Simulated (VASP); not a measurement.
Output of a VASP run:

### OUTCAR
```
 ion  position               nearest neighbor table
   1  0.667  0.333  0.000-   4 1.91   4 1.91   4 1.91   3 1.92
   2  0.333  0.667  0.500-   3 1.91   3 1.91   3 1.91   4 1.92
   3  0.667  0.333  0.625-   2 1.91   2 1.91   2 1.91   1 1.92
   4  0.333  0.667  0.125-   1 1.91   1 1.91   1 1.91   2 1.92
  LATTYP: Found a hexagonal cell.
 ALAT       =     3.1206030000
 C/A-ratio  =     1.6377690466
 Subroutine PRICEL returns:
 Original cell was already a primitive cell.
 Subroutine GETGRP returns: Found 12 space group operations
The static configuration has the point symmetry C_3v.
 The point group associated with its full space group is C_6v.
The dynamic configuration has the point symmetry C_3v.
 Subroutine INISYM returns: Found 12 space group operations
 Subroutine IBZKPT returns following result:
 Found     21 irreducible k-points:

 Following reciprocal coordinates:
            Coordinates               Weight
  0.000000  0.000000  0.000000      1.000000
  0.166667 -0.000000  0.000000      6.000000
  0.333333 -0.000000  0.000000      6.000000
  0.500000 -0.000000  0.000000      3.000000
  0.166667  0.166667  0.000000      6.000000
  0.333333  0.166667  0.000000     12.000000
  0.333333  0.333333  0.000000      2.000000
  0.000000  0.000000  0.250000      2.000000
  0.166667 -0.000000  0.250000     12.000000
  0.333333 -0.000000  0.250000     12.000000
  0.500000 -0.000000  0.250000      6.000000
  0.166667  0.166667  0.250000     12.000000
  0.333333  0.166667  0.250000     24.000000
  0.333333  0.333333  0.250000      4.000000
  0.000000  0.000000  0.500000      1.000000
  0.166667 -0.000000  0.500000      6.000000
  0.333333 -0.000000  0.500000      6.000000
  0.500000 -0.000000  0.500000      3.000000
  0.166667  0.166667  0.500000      6.000000
  0.333333  0.166667  0.500000     12.000000
  0.333333  0.333333  0.500000      2.000000
   k-points           NKPTS =     21   k-points in BZ     NKDIM =     21   number of bands    NBANDS=     22
   number of dos      NEDOS =    301   number of ions     NIONS =      4
   total plane-waves  NPLWV =  23040
   dimension x,y,z NGX =    24 NGY =   24 NGZ =   40
   dimension x,y,z NGXF=    48 NGYF=   48 NGZF=   80
   ions per type =               2   2
   PREC   = accura    normal or accurate (medium, high low for compatibility)
   ISTART =      0    job   : 0-new  1-cont  2-samecut
   ICHARG =      2    charge: 1-file 2-atom 10-const
   ISPIN  =      1    spin polarized calculation?
   LNONCOLLINEAR =      F non collinear calculations
   LSORBIT =      F    spin-orbit coupling
   INIWAV =      1    electr: 0-lowe 1-rand  2-diag
   ENCUT  =  520.0 eV  38.22 Ry    6.18 a.u.   5.80  5.80  9.50*2*pi/ulx,y,z
   NELM   =    100;   NELMIN=  2; NELMDL= -5     # of ELM steps
   EDIFF  = 0.1E-05   stopping-criterion for ELM
   LREAL  =      F    real-space projection
   NLSPLINE    = F    spline interpolate recip. space projectors
   LMAXMIX     =    4 max onsite mixed and CHGCAR
   VOSKOWN=      0    Vosko Wilk Nusair interpolation
   EDIFFG = 0.1E-04   stopping-criterion for IOM
   NSW    =      0    number of steps for IOM
   NBLOCK =      1;   KBLOCK =      1    inner block; outer block
   IBRION =     -1    ionic relax: 0-MD 1-quasi-New 2-CG
   NFREE  =      0    steps in history (QN), initial steepest desc. (CG)
   ISIF   =      2    stress and relaxation
   ISYM   =      2    0-nonsym 1-usesym 2-fastsym
   TEIN   =    0.0    initial temperature
   TEBEG  =    0.0;   TEEND  =   0.0 temperature during run
   SMASS  =  -3.00    Nose mass-parameter (am)
   PSTRESS=    0.0 pullay stress
   NELECT =      36.0000    total number of electrons
   EFERMI =   0.00;   METHOD = LEGACY
   ISMEAR =     0;   SIGMA  =   0.05  broadening in eV -4-tet -1-fermi 0-gaus
   IALGO  =     38    algorithm
   LDIAG  =      T    sub-space diagonalisation (order eigenvalues)
   IMIX   =      4    mixing-type and parameters
     AMIX     =   0.40;   BMIX     =  1.00
     AMIX_MAG =   1.60;   BMIX_MAG =  1.00
...
```

File OSZICAR:
```
       N       E                     dE             d eps       ncg     rms          rms(c)
DAV:   1     0.372677147579E+03    0.37268E+03   -0.18403E+04   940   0.263E+03
DAV:   2     0.334540661000E+02   -0.33922E+03   -0.32722E+03   936   0.473E+02
DAV:   3    -0.128117979669E+02   -0.46266E+02   -0.45238E+02  1214   0.205E+02
DAV:   4    -0.142051995016E+02   -0.13934E+01   -0.13907E+01  1118   0.376E+01
DAV:   5    -0.142347545669E+02   -0.29555E-01   -0.29550E-01  1126   0.455E+00    0.766E+00
DAV:   6    -0.131720099520E+02    0.10627E+01   -0.78539E+00  1270   0.585E+01    0.455E+00
DAV:   7    -0.128822927123E+02    0.28972E+00   -0.31664E+00  1302   0.379E+01    0.170E+00
DAV:   8    -0.128603424539E+02    0.21950E-01   -0.10077E-01  1288   0.587E+00    0.809E-01
DAV:   9    -0.128532488784E+02    0.70936E-02   -0.11889E-02  1218   0.161E+00    0.985E-02
DAV:  10    -0.128533677702E+02   -0.11889E-03   -0.10910E-03  1492   0.429E-01    0.458E-02
DAV:  11    -0.128534284099E+02   -0.60640E-04   -0.29534E-04  1316   0.358E-01    0.374E-02
DAV:  12    -0.128534032821E+02    0.25128E-04   -0.99716E-05  1386   0.164E-01    0.365E-03
DAV:  13    -0.128534035756E+02   -0.29350E-06   -0.62289E-06  1204   0.377E-02
   1 F= -.12853404E+02 E0= -.12851964E+02  d E =-.287984E-02
```

### OUTCAR
```
------------------------ aborting loop because EDIFF is reached ----------------------------------------
  FORCE on cell =-STRESS in cart. coord.  units (eV):
  Direction    XX          YY          ZZ          XY          YZ          ZX
  --------------------------------------------------------------------------------------
  Total       10.2104798     10.2104762     10.8718786      0.0000019      0.0000000      0.0000000
  in kB      379.5403504    379.5402176    404.1256316      0.0000702      0.0000000      0.0000000
  external PRESSURE =     387.7353998 kB  Pullay stress =       0.0000000 kB
  volume of cell :       43.10
      direct lattice vectors                 reciprocal lattice vectors
     3.120603000  0.000000000  0.000000000     0.320450887  0.185012379  0.000000000
    -1.560301000  2.702521000  0.000000000     0.000000000  0.370024877  0.000000000
     0.000000000  0.000000000  5.110827000     0.000000000  0.000000000  0.195663050
 POSITION                                       TOTAL-FORCE (eV/Angst)
 -----------------------------------------------------------------------------------
      1.56030      0.90084      0.00000        -0.000000     -0.000000     -0.174582
     -0.00000      1.80168      2.55541         0.000000      0.000000     -0.174582
      1.56030      0.90084      3.19529        -0.000000      0.000000      0.174582
     -0.00000      1.80168      0.63988         0.000000     -0.000000      0.174582
 -----------------------------------------------------------------------------------
    total drift:                                0.000615     -0.000356     -0.000768
  FREE ENERGIE OF THE ION-ELECTRON SYSTEM (eV)
  ---------------------------------------------------
  free  energy   TOTEN  =       -12.8534035756 eV

  energy  without entropy=      -12.8505237321  energy(sigma->0) =      -12.85196365
```
(Selected blocks of OUTCAR.)

### POSCAR
```
CuF
1
    3.1206030000     0.0000000000     0.0000000000
   -1.5603010000     2.7025210000     0.0000000000
    0.0000000000     0.0000000000     5.1108270000
Cu F
2 2
Direct
  0.6666670000   0.3333330000   0.0000000000
  0.3333330000   0.6666670000   0.5000000000
  0.6666670000   0.3333330000   0.6252000000
  0.3333330000   0.6666670000   0.1252000000
```

Question: Write an INCAR and KPOINTS that could have produced this output.

Answer: One answer among several that fit: the input of the run itself, PBE GGA, plane waves, VASP's PBE PAW potentials (set 64).

### INCAR
```
SYSTEM = CuF
PREC = Accurate; ENCUT = 520; LREAL = F
LASPH = T
EDIFF = 1E-6; NELM = 100; ALGO = Normal
LMAXMIX = 4
ISMEAR = 0; SIGMA = 0.05
GGA = PE
ISIF = 2
LWAVE = F; LCHARG = F
```

### KPOINTS
```
Regular mesh
0
gamma
  6 6 4
0 0 0
```

POTCAR, in this order: Cu F (PBE.64 set). Program: vasp_std.

The structure was generated: CuF was put into the wurtzite type (P6_3mc), which need not be its known phase. The cell was not relaxed at this level. The k-mesh is coarse (spacing up to 0.39 per Å, 2π included), so the numbers may not be converged in it.
